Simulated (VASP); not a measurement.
# SrCaI2 (P4/mmm) in VASP: single point with PBE

Aim: the single point of SrCaI2 with PBE.

Program: VASP 6.6.1. These are calculated values, not measurements. Logs are shortened: lines on timing, memory, paths and dates and some standing lists are left out, and cuts for length are marked.

### 1 The crystal as given

The structure is tetragonal, space group P4/mmm (No. 123). The conventional cell has a = 4.093 Å, b = 4.093 Å, c = 8.142 Å, α = 90.00°, β = 90.00°, γ = 90.00°. Around Sr (site symmetry 4/mmm) lie 8 I at 3.54 Å and 2 Ca at 4.07 Å. Ca (site symmetry 4/mmm) has 8 I at 3.54 Å as nearest neighbours. Around I (site symmetry 4mm) lie 4 Ca at 3.54 Å and 4 Sr at 3.54 Å and 1 I at 4.06 Å.

The cell was built by a generator and needn't be a form met in nature.

### 2 Single point, PBE

Contents of INCAR:

```
PREC = Accurate
ENCUT = 520
EDIFF = 1E-6
ISMEAR = 0
SIGMA = 0.1
LREAL = F
LASPH = T
NELM = 100
ALGO = Fast
ISIF = 2
LWAVE = F
LCHARG = F
GGA = PE
NBANDS = 25
```

Contents of KPOINTS:

```
regular mesh
0
Gamma
  12 12 6
```

Contents of POSCAR:

```
SrCaI2
1.0
    4.0931879982      0.0000000000      0.0000000000
    0.0000000000      4.0931879982      0.0000000000
    0.0000000000      0.0000000000      8.1419407061
Sr Ca I
1 1 2
Direct
    0.0000000000      0.0000000000      0.5000000000
    0.0000000000      0.0000000000      0.0000000000
    0.5000000000      0.5000000000      0.2496267190
    0.5000000000      0.5000000000      0.7503732810
```

Potentials or basis: VASP PAW PBE potentials, release 64 (Sr_sv, Ca_sv, I).

Run with:

```bash
$ cat potpaw_PBE.64/Sr_sv/POTCAR potpaw_PBE.64/Ca_sv/POTCAR potpaw_PBE.64/I/POTCAR > POTCAR
$ mpirun -np 1 vasp_std > vasp.out
```

OUTCAR:

```text
PREC = Accurate
   ENCUT = 520
   EDIFF = 1E-6
   ISMEAR = 0
   LREAL = F
   LASPH = T
   NELM = 100
   ISIF = 2
   GGA = PE

 ion  position               nearest neighbor table
   1  0.000  0.000  0.500-   3 3.54   4 3.54   3 3.54   4 3.54   3 3.54   4 3.54   3 3.54   4 3.54
                             2 4.07   2 4.07
   2  0.000  0.000  0.000-   1 4.07   1 4.07
   3  0.500  0.500  0.250-   1 3.54   1 3.54   1 3.54   1 3.54
   4  0.500  0.500  0.750-   1 3.54   1 3.54   1 3.54   1 3.54

  LATTYP: Found a simple tetragonal cell.
 ALAT       =     4.0931879982
 C/A-ratio  =     1.9891440876

  Lattice vectors:

 A1 = (   4.0931879982,   0.0000000000,   0.0000000000)
 A2 = (   0.0000000000,   4.0931879982,   0.0000000000)
 A3 = (   0.0000000000,   0.0000000000,   8.1419407061)

Analysis of symmetry for initial positions (statically):
=====================================================================
 Subroutine PRICEL returns:
 Original cell was already a primitive cell.

 Routine SETGRP: Setting up the symmetry group for a
 simple tetragonal supercell.

 Subroutine GETGRP returns: Found 16 space group operations
 (whereof 16 operations were pure point group operations)
 out of a pool of 16 trial point group operations.

The static configuration has the point symmetry D_4h.

Analysis of symmetry for dynamics (positions and initial velocities):
=====================================================================
 Subroutine PRICEL returns:
 Original cell was already a primitive cell.

 Routine SETGRP: Setting up the symmetry group for a
 simple tetragonal supercell.

 Subroutine GETGRP returns: Found 16 space group operations
 (whereof 16 operations were pure point group operations)
 out of a pool of 16 trial point group operations.

The dynamic configuration has the point symmetry D_4h.

 Subroutine INISYM returns: Found 16 space group operations
 (whereof 16 operations are pure point group operations),
 and found     1 'primitive' translations

----------------------------------------------------------------------------------------

                                     Primitive cell

  volume of cell :     136.4116

  direct lattice vectors                    reciprocal lattice vectors
     4.093187998  0.000000000  0.000000000     0.244308349  0.000000000  0.000000000
     0.000000000  4.093187998  0.000000000     0.000000000  0.244308349  0.000000000
     0.000000000  0.000000000  8.141940706     0.000000000  0.000000000  0.122820840

  length of vectors
     4.093187998  4.093187998  8.141940706     0.244308349  0.244308349  0.122820840

  position of ions in fractional coordinates (direct lattice)
     0.000000000  0.000000000  0.500000000
     0.000000000  0.000000000  0.000000000
     0.500000000  0.500000000  0.249626719
     0.500000000  0.500000000  0.750373281

  ion indices of the primitive-cell ions
   primitive index   ion index
                 1           1
                 2           2
                 3           3
                 4           4

----------------------------------------------------------------------------------------

 KPOINTS: regular mesh

Automatic generation of k-mesh.
 Grid dimensions read from file:
 generate k-points for:   12   12    6

 Generating k-lattice:

  Cartesian coordinates                     Fractional coordinates (reciprocal lattice)
     0.020359029  0.000000000  0.000000000     0.083333333  0.000000000  0.000000000
     0.000000000  0.020359029  0.000000000     0.000000000  0.083333333  0.000000000
     0.000000000  0.000000000  0.020470140     0.000000000  0.000000000  0.166666667

  Length of vectors
     0.020359029  0.020359029  0.020470140

  Shift w.r.t. Gamma in fractional coordinates (k-lattice)
     0.000000000  0.000000000  0.000000000

 Subroutine IBZKPT returns following result:
 ===========================================

 Found    112 irreducible k-points:

 Following reciprocal coordinates:
            Coordinates               Weight
  0.000000  0.000000  0.000000      1.000000
  0.083333  0.000000  0.000000      4.000000
  0.166667  0.000000  0.000000      4.000000
  0.250000  0.000000  0.000000      4.000000
  0.333333  0.000000  0.000000      4.000000
  0.416667  0.000000  0.000000      4.000000
[... 16 lines left out ...]
  0.333333  0.333333  0.000000      4.000000
  0.416667  0.333333  0.000000      8.000000
 [... further k-points ...]
   k-points           NKPTS =    112   k-points in BZ     NKDIM =    112   number of bands    NBANDS=     25
   number of dos      NEDOS =    301   number of ions     NIONS =      4
   total plane-waves  NPLWV =  57600
   dimension x,y,z NGX =    30 NGY =   30 NGZ =   64
   dimension x,y,z NGXF=    60 NGYF=   60 NGZF=  128
   ions per type =               1   1   2
   NGX,Y,Z   is equivalent  to a cutoff of  12.18, 12.18, 13.07 a.u.
   NGXF,Y,Z  is equivalent  to a cutoff of  24.37, 24.37, 26.14 a.u.
 SYSTEM =  unknown system
   PREC   = accura    normal or accurate (medium, high low for compatibility)
   ISTART =      0    job   : 0-new  1-cont  2-samecut
   ICHARG =      2    charge: 1-file 2-atom 10-const
   ISPIN  =      1    spin polarized calculation?
   LNONCOLLINEAR =      F non collinear calculations
   LSORBIT =      F    spin-orbit coupling
   LASPH  =      T    aspherical Exc in radial PAW
   ENCUT  =  520.0 eV  38.22 Ry    6.18 a.u.   7.61  7.61 15.14*2*pi/ulx,y,z
   NELM   =    100;   NELMIN=  2; NELMDL= -5     # of ELM steps
   EDIFF  = 0.1E-05   stopping-criterion for ELM
   LREAL  =      F    real-space projection
   EDIFFG = 0.1E-04   stopping-criterion for IOM
   NSW    =      0    number of steps for IOM
   IBRION =     -1    ionic relax: 0-MD 1-quasi-New 2-CG
   NFREE  =      0    steps in history (QN), initial steepest desc. (CG)
   ISIF   =      2    stress and relaxation
   ISYM   =      2    0-nonsym 1-usesym 2-fastsym
   POTIM  = 0.5000    time-step for ionic-motion
   TEBEG  =    0.0;   TEEND  =   0.0 temperature during run
   PSTRESS=    0.0 pullay stress
   NELECT =      34.0000    total number of electrons
   NUPDOWN=      -1.0000    fix difference up-down
   EMIN   =  10.00;   EMAX   =-10.00  energy-range for DOS
   EFERMI =   0.00;   METHOD = LEGACY
   ISMEAR =     0;   SIGMA  =   0.10  broadening in eV -4-tet -1-fermi 0-gaus
   EFERMI_NEDOS =   21; number of points for ismear=-14 and -15
   IALGO  =     68    algorithm
   IMIX   =      4    mixing-type and parameters
     AMIX     =   0.40;   BMIX     =  1.00
     AMIX_MAG =   1.60;   BMIX_MAG =  1.00
  volume/ion in A,a.u.               =      34.10       230.14
  Fermi-wavevector in a.u.,A,eV,Ry     =   1.030269  1.946926 14.441966  1.061455
  Thomas-Fermi vector in A             =   2.164359
   LORBIT       =      0    0 simple, 1 ext, 2 COOP (PROOUT), +10 PAW based schemes
   GGA     = PE    functional components
   LHFCALC =     F    Hartree Fock is set to
   AEXX    =    0.0000 exact exchange contribution
   IVDW    =     0    specifies the selected vdW correction
   LEPSILON=     F    determine dielectric tensor
   LRPA    =     F    only Hartree local field effects (RPA)
 non-spin polarized calculation
 RMM-DIIS sequential band-by-band and
 Gauss-broadening in eV      SIGMA  =   0.10
  energy-cutoff  :      520.00
  volume of cell :      136.41
 maximum number of plane-waves:      3708
   NGX = 15   NGY = 15   NGZ = 31

 number of electron      34.0000002 magnetization

 Free energy of the ion-electron system (eV)
  ---------------------------------------------------
  ext. energy  EPLUGINS =         0.00000000
  ---------------------------------------------------
  free energy    TOTEN  =       -10.22317480 eV

  energy without entropy =      -10.20430454  energy(sigma->0) =      -10.21373967

 E-fermi :   6.1990     XC(G=0):  -8.8777

 val. band max:        6.1944580597   @ k =   0.2500   0.0833   0.1667
 cond. band min:       6.2074782262   @ k =   0.3333   0.0000   0.0000
 fundamental gap:      0.0130201665
 Fermi energy:         6.1989592288

 k-point     1 :       0.0000    0.0000    0.0000
  band No.  band energies     occupation
      1     -36.7234      2.00000
      2     -30.8651      2.00000
      3     -17.7377      2.00000
      4     -17.7184      2.00000
      5     -17.7184      2.00000
      6     -12.9606      2.00000
[... 17 lines left out ...]
     24       8.5608      0.00000
     25       8.7130      0.00000

 k-point     2 :       0.0833    0.0000    0.0000
  band No.  band energies     occupation
      1     -36.7232      2.00000
      2     -30.8644      2.00000
      3     -17.7372      2.00000
      4     -17.7219      2.00000
      5     -17.7181      2.00000
      6     -12.9570      2.00000
[... 17 lines left out ...]
     24       8.5377      0.00000
     25       8.6032      0.00000

 k-point     3 :       0.1667    0.0000    0.0000
  band No.  band energies     occupation
      1     -36.7228      2.00000
      2     -30.8628      2.00000
      3     -17.7358      2.00000
      4     -17.7315      2.00000
      5     -17.7173      2.00000
      6     -12.9471      2.00000
[... 17 lines left out ...]
     24       8.4356      0.00000
     25       8.7277      0.00000

 k-point     4 :       0.2500    0.0000    0.0000
  band No.  band energies     occupation
      1     -36.7221      2.00000
      2     -30.8605      2.00000
      3     -17.7445      2.00000
      4     -17.7338      2.00000
      5     -17.7161      2.00000
      6     -12.9347      2.00000
[... 17 lines left out ...]
     24       8.3471      0.00000
     25       8.8587      0.00000
[... 477 lines left out ...]
 k-point    22 :       0.5000    0.2500    0.0000
  band No.  band energies     occupation
      1     -36.7196      2.00000
      2     -30.8515      2.00000
      3     -17.7660      2.00000
      4     -17.7377      2.00000
      5     -17.7270      2.00000
      6     -13.0098      2.00000
[... 17 lines left out ...]
     24       8.3481      0.00000
     25       8.9679      0.00000

 k-point    23 :       0.3333    0.3333    0.0000
  band No.  band energies     occupation
      1     -36.7196      2.00000
      2     -30.8516      2.00000
      3     -17.7525      2.00000
      4     -17.7508      2.00000
      5     -17.7271      2.00000
      6     -12.9581      2.00000
[... 17 lines left out ...]
     24       8.5891      0.00000
     25       9.0884      0.00000

 k-point    24 :       0.4167    0.3333    0.0000
  band No.  band energies     occupation
      1     -36.7192      2.00000
      2     -30.8499      2.00000
      3     -17.7605      2.00000
      4     -17.7502      2.00000
      5     -17.7260      2.00000
      6     -12.9832      2.00000
[... 17 lines left out ...]
     24       8.7744      0.00000
     25       9.2055      0.00000

 [... further k-points ...]

------------------------ aborting loop because EDIFF is reached ----------------------------------------

  FORCE on cell =-STRESS in cart. coord.  units (eV):
  Direction    XX          YY          ZZ          XY          YZ          ZX
  --------------------------------------------------------------------------------------
  -------------------------------------------------------------------------------------
  Total        0.0225965      0.0225965      0.0088938      0.0000000      0.0000000      0.0000000
  in kB        0.2653998      0.2653998      0.1044596      0.0000000      0.0000000      0.0000000
  external PRESSURE =       0.2117530 kB  Pullay stress =       0.0000000 kB

 VOLUME and BASIS-vectors are now :
 -----------------------------------------------------------------------------
  energy-cutoff  :      520.00
  volume of cell :      136.41
      direct lattice vectors                 reciprocal lattice vectors
     4.093187998  0.000000000  0.000000000     0.244308349  0.000000000  0.000000000
     0.000000000  4.093187998  0.000000000     0.000000000  0.244308349  0.000000000
     0.000000000  0.000000000  8.141940706     0.000000000  0.000000000  0.122820840

 POSITION                                       TOTAL-FORCE (eV/Angst)
 -----------------------------------------------------------------------------------
      0.00000      0.00000      4.07097        -0.000000      0.000000      0.000000
      0.00000      0.00000      0.00000        -0.000000      0.000000      0.000000
      2.04659      2.04659      2.03245         0.000000     -0.000000      0.002552
      2.04659      2.04659      6.10949        -0.000000     -0.000000     -0.002552
 -----------------------------------------------------------------------------------
    total drift:                                0.000000      0.000000      0.000000

  FREE ENERGIE OF THE ION-ELECTRON SYSTEM (eV)
  ---------------------------------------------------
  free  energy   TOTEN  =       -10.2231747983 eV

  energy  without entropy=      -10.2043045379  energy(sigma->0) =      -10.21373967
```

It took 9.4 min on 1 thread of Intel Xeon Platinum 8488C (Sapphire Rapids), shared host; peak memory 0.53 GiB.

Results:

```yaml
Free_energy: -10.2232 eV
Pressure: 0.0 GPa
Band_gap_on_the_k_mesh: none (metal or under the smearing width)
```

Forces on the atoms (eV/Å):
```
Sr   0.000  0.000  0.000
Ca   0.000  0.000  0.000
I    0.000  0.000  0.003
I    0.000  0.000 -0.003
```

The run has no spin-orbit coupling, so splittings on I are missing.
